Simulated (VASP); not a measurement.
# KRu3 (Fm-3m) in VASP: a series of runs

The runs below take KRu3 through single point, relaxation of cell and atoms, with PBE.

Program: VASP 6.6.1. These are calculated values, not measurements. Logs are shortened: lines on timing, memory, paths and dates and some standing lists are left out, and cuts for length are marked.

### 1 The crystal as given

The structure is cubic, space group Fm-3m (No. 225). Conventional cell: a = 6.367 Å, b = 6.367 Å, c = 6.367 Å, α = 90.00°, β = 90.00°, γ = 90.00°. K (site symmetry m-3m) is surrounded by 8 Ru at 2.76 Å. Around Ru (site symmetry -43m) lie 4 K at 2.76 Å and 4 Ru at 2.76 Å. Ru (site symmetry m-3m) has 8 Ru at 2.76 Å as nearest neighbours.

The cell was built by a generator and needn't be a form met in nature.

### 2 Single point, PBE

INCAR reads:

```
PREC = Accurate
ENCUT = 520
EDIFF = 1E-6
ISMEAR = 0
SIGMA = 0.1
LREAL = False
LASPH = True
NELM = 100
ALGO = Normal
ISIF = 2
LWAVE = False
LCHARG = False
GGA = PE
NBANDS = 34
```

KPOINTS reads:

```
regular mesh
0
Gamma
  4 4 4
```

POSCAR reads:

```
KRu3
1.0
    0.0000000000      3.1837130541      3.1837130541
    3.1837130541      0.0000000000      3.1837130541
    3.1837130541      3.1837130541      0.0000000000
K Ru
1 3
Direct
    0.0000000000      0.0000000000      0.0000000000
    0.7500000000      0.7500000000      0.7500000000
    0.5000000000      0.5000000000      0.5000000000
    0.2500000000      0.2500000000      0.2500000000
```

Potentials or basis: VASP PAW PBE potentials, release 64 (K_sv, Ru_pv).

The run is started by

```console
cat potpaw_PBE.64/K_sv/POTCAR potpaw_PBE.64/Ru_pv/POTCAR > POTCAR
mpirun -np 1 vasp_std > vasp.out
```

OUTCAR:

```text
PREC = Accurate
   ENCUT = 520
   EDIFF = 1E-6
   ISMEAR = 0
   LREAL = False
   LASPH = True
   NELM = 100
   ISIF = 2
   GGA = PE

 ion  position               nearest neighbor table
   1  0.000  0.000  0.000-   2 2.76   2 2.76   2 2.76   2 2.76   4 2.76   4 2.76   4 2.76   4 2.76
                             3 3.18   3 3.18   3 3.18   3 3.18   3 3.18   3 3.18
   2  0.750  0.750  0.750-   3 2.76   3 2.76   3 2.76   1 2.76   3 2.76   1 2.76   1 2.76   1 2.76
                             4 3.18   4 3.18   4 3.18   4 3.18   4 3.18   4 3.18
   3  0.500  0.500  0.500-   4 2.76   4 2.76   4 2.76   2 2.76   4 2.76   2 2.76   2 2.76   2 2.76
                             1 3.18   1 3.18   1 3.18   1 3.18   1 3.18   1 3.18
   4  0.250  0.250  0.250-   1 2.76   1 2.76   1 2.76   1 2.76   3 2.76   3 2.76   3 2.76   3 2.76
                             2 3.18   2 3.18   2 3.18   2 3.18   2 3.18   2 3.18

  LATTYP: Found a face centered cubic cell.
 ALAT       =     6.3674261082

  Lattice vectors:

 A1 = (   0.0000000000,   3.1837130541,   3.1837130541)
 A2 = (   3.1837130541,   0.0000000000,   3.1837130541)
 A3 = (   3.1837130541,   3.1837130541,   0.0000000000)

Analysis of symmetry for initial positions (statically):
=====================================================================
 Subroutine PRICEL returns:
 Original cell was already a primitive cell.

 Routine SETGRP: Setting up the symmetry group for a
 face centered cubic supercell.

 Subroutine GETGRP returns: Found 48 space group operations
 (whereof 48 operations were pure point group operations)
 out of a pool of 48 trial point group operations.

The static configuration has the point symmetry O_h .

Analysis of symmetry for dynamics (positions and initial velocities):
=====================================================================
 Subroutine PRICEL returns:
 Original cell was already a primitive cell.

 Routine SETGRP: Setting up the symmetry group for a
 face centered cubic supercell.

 Subroutine GETGRP returns: Found 48 space group operations
 (whereof 48 operations were pure point group operations)
 out of a pool of 48 trial point group operations.

The dynamic configuration has the point symmetry O_h .

 Subroutine INISYM returns: Found 48 space group operations
 (whereof 48 operations are pure point group operations),
 and found     1 'primitive' translations

----------------------------------------------------------------------------------------

                                     Primitive cell

  volume of cell :      64.5404

  direct lattice vectors                    reciprocal lattice vectors
     0.000000000  3.183713054  3.183713054    -0.157049329  0.157049329  0.157049329
     3.183713054  0.000000000  3.183713054     0.157049329 -0.157049329  0.157049329
     3.183713054  3.183713054  0.000000000     0.157049329  0.157049329 -0.157049329

  length of vectors
     4.502450180  4.502450180  4.502450180     0.272017418  0.272017418  0.272017418

  position of ions in fractional coordinates (direct lattice)
     0.000000000  0.000000000  0.000000000
     0.750000000  0.750000000  0.750000000
     0.500000000  0.500000000  0.500000000
     0.250000000  0.250000000  0.250000000

  ion indices of the primitive-cell ions
   primitive index   ion index
                 1           1
                 2           2
                 3           3
                 4           4

----------------------------------------------------------------------------------------

 KPOINTS: regular mesh

Automatic generation of k-mesh.
 Grid dimensions read from file:
 generate k-points for:    4    4    4

 Generating k-lattice:

  Cartesian coordinates                     Fractional coordinates (reciprocal lattice)
    -0.039262332  0.039262332  0.039262332     0.250000000  0.000000000  0.000000000
     0.039262332 -0.039262332  0.039262332     0.000000000  0.250000000  0.000000000
     0.039262332  0.039262332 -0.039262332     0.000000000  0.000000000  0.250000000

  Length of vectors
     0.068004354  0.068004354  0.068004354

  Shift w.r.t. Gamma in fractional coordinates (k-lattice)
     0.000000000  0.000000000  0.000000000

 Subroutine IBZKPT returns following result:
 ===========================================

 Found      8 irreducible k-points:

 Following reciprocal coordinates:
            Coordinates               Weight
  0.000000  0.000000  0.000000      1.000000
  0.250000  0.000000  0.000000      8.000000
  0.500000  0.000000  0.000000      4.000000
  0.250000  0.250000  0.000000      6.000000
  0.500000  0.250000  0.000000     24.000000
 -0.250000  0.250000  0.000000     12.000000
  0.500000  0.500000  0.000000      3.000000
 -0.250000  0.500000  0.250000      6.000000
   k-points           NKPTS =      8   k-points in BZ     NKDIM =      8   number of bands    NBANDS=     34
   number of dos      NEDOS =    301   number of ions     NIONS =      4
   total plane-waves  NPLWV =  46656
   dimension x,y,z NGX =    36 NGY =   36 NGZ =   36
   dimension x,y,z NGXF=    72 NGYF=   72 NGZF=   72
   ions per type =               1   3
   NGX,Y,Z   is equivalent  to a cutoff of  13.29, 13.29, 13.29 a.u.
   NGXF,Y,Z  is equivalent  to a cutoff of  26.58, 26.58, 26.58 a.u.
 SYSTEM =  unknown system
   PREC   = accura    normal or accurate (medium, high low for compatibility)
   ISTART =      0    job   : 0-new  1-cont  2-samecut
   ICHARG =      2    charge: 1-file 2-atom 10-const
   ISPIN  =      1    spin polarized calculation?
   LNONCOLLINEAR =      F non collinear calculations
   LSORBIT =      F    spin-orbit coupling
   LASPH  =      T    aspherical Exc in radial PAW
   ENCUT  =  520.0 eV  38.22 Ry    6.18 a.u.   8.37  8.37  8.37*2*pi/ulx,y,z
   NELM   =    100;   NELMIN=  2; NELMDL= -5     # of ELM steps
   EDIFF  = 0.1E-05   stopping-criterion for ELM
   LREAL  =      F    real-space projection
   EDIFFG = 0.1E-04   stopping-criterion for IOM
   NSW    =      0    number of steps for IOM
   IBRION =     -1    ionic relax: 0-MD 1-quasi-New 2-CG
   NFREE  =      0    steps in history (QN), initial steepest desc. (CG)
   ISIF   =      2    stress and relaxation
   ISYM   =      2    0-nonsym 1-usesym 2-fastsym
   POTIM  = 0.5000    time-step for ionic-motion
   TEBEG  =    0.0;   TEEND  =   0.0 temperature during run
   PSTRESS=    0.0 pullay stress
   NELECT =      51.0000    total number of electrons
   NUPDOWN=      -1.0000    fix difference up-down
   EMIN   =  10.00;   EMAX   =-10.00  energy-range for DOS
   EFERMI =   0.00;   METHOD = LEGACY
   ISMEAR =     0;   SIGMA  =   0.10  broadening in eV -4-tet -1-fermi 0-gaus
   EFERMI_NEDOS =   21; number of points for ismear=-14 and -15
   IALGO  =     38    algorithm
   IMIX   =      4    mixing-type and parameters
     AMIX     =   0.40;   BMIX     =  1.00
     AMIX_MAG =   1.60;   BMIX_MAG =  1.00
  volume/ion in A,a.u.               =      16.14       108.89
  Fermi-wavevector in a.u.,A,eV,Ry     =   1.513518  2.860135 31.167373  2.290737
  Thomas-Fermi vector in A             =   2.623299
   LORBIT       =      0    0 simple, 1 ext, 2 COOP (PROOUT), +10 PAW based schemes
   GGA     = PE    functional components
   LHFCALC =     F    Hartree Fock is set to
   AEXX    =    0.0000 exact exchange contribution
   IVDW    =     0    specifies the selected vdW correction
   LEPSILON=     F    determine dielectric tensor
   LRPA    =     F    only Hartree local field effects (RPA)
 non-spin polarized calculation
 Gauss-broadening in eV      SIGMA  =   0.10
  energy-cutoff  :      520.00
  volume of cell :       64.54
 maximum number of plane-waves:      1807
 NGX is ok and might be reduce to    36
   NGX = 17   NGY = 17   NGZ = 17

 number of electron      50.9999996 magnetization

 Free energy of the ion-electron system (eV)
  ---------------------------------------------------
  ext. energy  EPLUGINS =         0.00000000
  ---------------------------------------------------
  free energy    TOTEN  =       -22.89161947 eV

  energy without entropy =      -22.85403601  energy(sigma->0) =      -22.87282774

 E-fermi :   8.4788     XC(G=0): -12.5338

 val. band max:        8.4585951859   @ k =  -0.2500   0.2500   0.0000
 cond. band min:       8.4833966605   @ k =   0.5000   0.0000   0.0000
 fundamental gap:      0.0248014746
 Fermi energy:         8.4787694864

 k-point     1 :       0.0000    0.0000    0.0000
  band No.  band energies     occupation
      1     -34.3988      2.00000
      2     -34.3988      2.00000
      3     -34.3988      2.00000
      4     -33.9026      2.00000
      5     -33.9026      2.00000
      6     -33.9026      2.00000
[... 26 lines left out ...]
     33      17.1690      0.00000
     34      17.6701      0.00000

 k-point     2 :       0.2500    0.0000    0.0000
  band No.  band energies     occupation
      1     -34.4091      2.00000
      2     -34.4091      2.00000
      3     -34.3996      2.00000
      4     -33.8847      2.00000
      5     -33.8847      2.00000
      6     -33.8647      2.00000
[... 26 lines left out ...]
     33      16.4313      0.00000
     34      16.4313      0.00000

 k-point     3 :       0.5000    0.0000    0.0000
  band No.  band energies     occupation
      1     -34.4188      2.00000
      2     -34.4188      2.00000
      3     -34.3956      2.00000
      4     -33.8644      2.00000
      5     -33.8641      2.00000
      6     -33.8641      2.00000
[... 26 lines left out ...]
     33      16.1989      0.00000
     34      16.5594      0.00000

 k-point     4 :       0.2500    0.2500    0.0000
  band No.  band energies     occupation
      1     -34.4222      2.00000
      2     -34.4222      2.00000
      3     -34.3814      2.00000
      4     -33.8742      2.00000
      5     -33.8742      2.00000
      6     -33.8543      2.00000
[... 26 lines left out ...]
     33      13.8983      0.00000
     34      17.1511      0.00000

 k-point     5 :       0.5000    0.2500    0.0000
  band No.  band energies     occupation
      1     -34.4320      2.00000
      2     -34.4256      2.00000
      3     -34.3851      2.00000
      4     -33.8977      2.00000
      5     -33.8473      2.00000
      6     -33.8458      2.00000
[... 26 lines left out ...]
     33      14.8708      0.00000
     34      16.7135      0.00000

 k-point     6 :      -0.2500    0.2500    0.0000
  band No.  band energies     occupation
      1     -34.4194      2.00000
      2     -34.4101      2.00000
      3     -34.4074      2.00000
      4     -33.8749      2.00000
      5     -33.8586      2.00000
      6     -33.8585      2.00000
[... 26 lines left out ...]
     33      16.0205      0.00000
     34      16.3990      0.00000

 k-point     7 :       0.5000    0.5000    0.0000
  band No.  band energies     occupation
      1     -34.4446      2.00000
      2     -34.4446      2.00000
      3     -34.3587      2.00000
      4     -33.9263      2.00000
      5     -33.8223      2.00000
      6     -33.8223      2.00000
[... 26 lines left out ...]
     33      13.4230      0.00000
     34      16.6465      0.00000

 k-point     8 :      -0.2500    0.5000    0.2500
  band No.  band energies     occupation
      1     -34.4460      2.00000
      2     -34.4015      2.00000
      3     -34.4015      2.00000
      4     -33.9177      2.00000
      5     -33.8295      2.00000
      6     -33.8186      2.00000
[... 26 lines left out ...]
     33      15.7628      0.00000
     34      15.7628      0.00000

------------------------ aborting loop because EDIFF is reached ----------------------------------------

  FORCE on cell =-STRESS in cart. coord.  units (eV):
  Direction    XX          YY          ZZ          XY          YZ          ZX
  --------------------------------------------------------------------------------------
  -------------------------------------------------------------------------------------
  Total        0.3603722      0.3603722      0.3603722      0.0000000      0.0000000      0.0000000
  in kB        8.9460251      8.9460251      8.9460251      0.0000000      0.0000000      0.0000000
  external PRESSURE =       8.9460251 kB  Pullay stress =       0.0000000 kB

 VOLUME and BASIS-vectors are now :
 -----------------------------------------------------------------------------
  energy-cutoff  :      520.00
  volume of cell :       64.54
      direct lattice vectors                 reciprocal lattice vectors
     0.000000000  3.183713054  3.183713054    -0.157049329  0.157049329  0.157049329
     3.183713054  0.000000000  3.183713054     0.157049329 -0.157049329  0.157049329
     3.183713054  3.183713054  0.000000000     0.157049329  0.157049329 -0.157049329

 POSITION                                       TOTAL-FORCE (eV/Angst)
 -----------------------------------------------------------------------------------
      0.00000      0.00000      0.00000         0.000000      0.000000      0.000000
      4.77557      4.77557      4.77557         0.000000      0.000000      0.000000
      3.18371      3.18371      3.18371         0.000000      0.000000      0.000000
      1.59186      1.59186      1.59186        -0.000000     -0.000000     -0.000000
 -----------------------------------------------------------------------------------
    total drift:                                0.000000      0.000000      0.000000

  FREE ENERGIE OF THE ION-ELECTRON SYSTEM (eV)
  ---------------------------------------------------
  free  energy   TOTEN  =       -22.8916194732 eV

  energy  without entropy=      -22.8540360133  energy(sigma->0) =      -22.87282774
```

It took 12 s on 1 thread of Intel Xeon 6975P-C (Granite Rapids), shared host; peak memory 0.2 GiB.

Results:

```yaml
Free_energy: -22.8916 eV
Pressure: 0.9 GPa
Band_gap_on_the_k_mesh: none (metal or under the smearing width)
```

Levels at points of the mesh, in eV from the Fermi level:
| k point | band 21 | band 22 | band 23 | band 24 | band 25 | band 26 | band 27 | band 28 | band 29 | band 30 |
| --- | --- | --- | --- | --- | --- | --- | --- | --- | --- | --- |
| (0.00, 0.00, 0.00) | -2.02 | -2.02 | -0.19 | -0.19 | -0.19 | 0.08 | 0.08 | 0.58 | 0.58 | 5.66 |
| (0.50, 0.00, 0.00) | -2.23 | -2.08 | -1.62 | -1.62 | -1.40 | 0.00 | 0.00 | 0.79 | 0.79 | 1.93 |
| (0.50, 0.50, 0.00) | -1.81 | -1.23 | -1.23 | -0.35 | -0.16 | 0.46 | 0.46 | 0.51 | 1.48 | 2.15 |

Caveat: the k mesh is coarse (spacing up to 0.43 Å⁻¹), so the values aren't converged.

### 3 Relaxation of cell and atoms, PBE

This run uses another cell than the first one, of 26.47 Å³/atom, 1.640 times its volume.

INCAR reads:

```
SYSTEM = KRu3
ALGO = Normal
EDIFF = 1E-6
EDIFFG = -0.04
ENCUT = 600
GGA = PE
IBRION = 2
ISIF = 3
ISMEAR = 0
LASPH = .True.
LCHARG = .False.
LREAL = .False.
LWAVE = .False.
NELM = 100
NSW = 90
PREC = Accurate
SIGMA = 0.1
```

KPOINTS reads:

```
k-points
0
Gamma
  4 4 4
  0 0 0
```

POSCAR reads:

```
KRu3
1.0
    0.0000000000      3.7547799700      3.7547799700
    3.7547799700      0.0000000000      3.7547799700
    3.7547799700      3.7547799700      0.0000000000
K Ru
1 3
Direct
    0.0000000000      0.0000000000      0.0000000000
    0.7500000000      0.7500000000      0.7500000000
    0.5000000000      0.5000000000      0.5000000000
    0.2500000000      0.2500000000      0.2500000000
```

Potentials or basis: VASP PAW PBE potentials, release 64 (K_sv, Ru_pv).

The run is started by

```console
cat potpaw_PBE.64/K_sv/POTCAR potpaw_PBE.64/Ru_pv/POTCAR > POTCAR
mpirun -np 1 vasp_std > vasp.out
```

Wall time 68 s (1 thread of Intel Xeon 6975P-C (Granite Rapids), shared host); peak memory 0.27 GiB.

Results (log left out):

- Free energy: -22.9024 eV
- Relaxed volume: 16.25 Å³/atom
- Relaxed cell: a = 4.513 Å, b = 4.513 Å, c = 4.513 Å, α = 60.00°, β = 60.00°, γ = 60.00°
- Space group after relaxing (to 0.05 Å): Fm-3m (No. 225)
- Energy gained by relaxing: 1038.1 meV/atom
- Ionic steps: 3
- Pressure after relaxing: -0.1 GPa
- Band gap on the k mesh: none (metal or under the smearing width)

The path:
| step | energy change (eV) | largest force (eV/Å) | pressure (GPa) | volume (Å³) |
| --- | --- | --- | --- | --- |
| 1 | 0.0000 | 0.0000 | -19.62 | 105.87 |
| 2 | -4.1388 | 0.0000 | 3.19 | 63.57 |
| 3 | -4.1526 | 0.0000 | -0.09 | 65.01 |

Final structure:
```yaml
crystal:
  lattice:
    - [0.00000, 3.19142, 3.19142]
    - [3.19142, 0.00000, 3.19142]
    - [3.19142, 3.19142, 0.00000]
  atoms:
    - { symbol: K, position: [0.00000, 0.00000, 0.00000] }
    - { symbol: Ru, position: [0.75000, 0.75000, 0.75000] }
    - { symbol: Ru, position: [0.50000, 0.50000, 0.50000] }
    - { symbol: Ru, position: [0.25000, 0.25000, 0.25000] }
```

Levels at points of the mesh, in eV from the Fermi level:
```tsv
k point	band 23	band 24	band 25	band 26	band 27	band 28
(0.00, 0.00, 0.00)	-0.19	-0.19	-0.19	0.08	0.08	0.57
(0.50, 0.00, 0.00)	-1.60	-1.60	-1.38	0.00	0.00	0.78
(0.50, 0.50, 0.00)	-1.22	-0.34	-0.16	0.46	0.46	0.51
```

Caveat: the k mesh is coarse (spacing up to 0.36 Å⁻¹), so the values aren't converged; the volume moved by over 15 % at a fixed basis, so the end points are rough.
